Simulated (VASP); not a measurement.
**KTaO3: transverse stress against strain**

KTaO3 (cubic perovskite, Pm-3m, 12.425 Å³/atom and stress up to 0.28 GPa in the relaxed cell, cube axes along x, y and z) under an equal strain ε along x and y, with z held. LDA in VASP (plane waves, PAW), 600 eV, 8×8×8 Γ-centred mesh, Gaussian smearing 0.05 eV; ions are relaxed, or left where forces stay under 0.02 eV/Å, within the symmetry of each cell. Stress is positive for a compressed cell.

Here s stands for strain and y for stress zz.

| strain (%) | stress zz (GPa) |
|---|---|
| -1.50 | 2.31 |
| -1.00 | 1.42 |
| -0.50 | 0.55 |
| 0.00 | -0.28 |
| 0.50 | -1.09 |
| 1.00 | -1.86 |
| 1.50 | -2.61 |
| 3.00 | ? |

Using a straight line, estimate the missing y at s = 3.00 from the other rows, showing the fit.

Means: s 0, y -0.223. About the means, the sum of products is -11.480 and the sum of squares of s is 7.0000; the slope is their ratio. Least squares gives y = -0.223 - 1.6400·s. Residuals (row less fit): 0.073, 0.003, -0.047, -0.057, -0.047, 0.003, 0.073; standard error 0.061 (degrees of freedom: 5). The slope gives the elastic constant 2C12 = 164 ± 2 GPa (± standard error of the fit, which holds the terms cut off). At the withheld row, y = -0.223 - 1.6400 × 3.0 = -5.143 GPa. The calculation gives -4.67 GPa, 0.473 GPa above the prediction (6.8 % of the range of y in the table). The row lies outside the fitted rows, so this is an extrapolation. From the scatter of the fitted rows alone, a prediction at this place has a standard error of 0.094 GPa, so the miss is 5.0 times that.

A polynomial of degree 2 through the 12 other runs of the series gives -4.65 there, so most of the miss is curvature that the fit leaves out. The primitive cell can neither tilt nor turn polar against its symmetry, as such crystals can under strain. Rows are the converged runs of the series near zero and its far end; series whose fitted rows scatter by over a few per cent of the range, as at a crossing or softening among them, aren't shown in this form, nor equations of state whose B0' disagrees with the runs' pressures. Most that stay on the fit to the last digits aren't either.
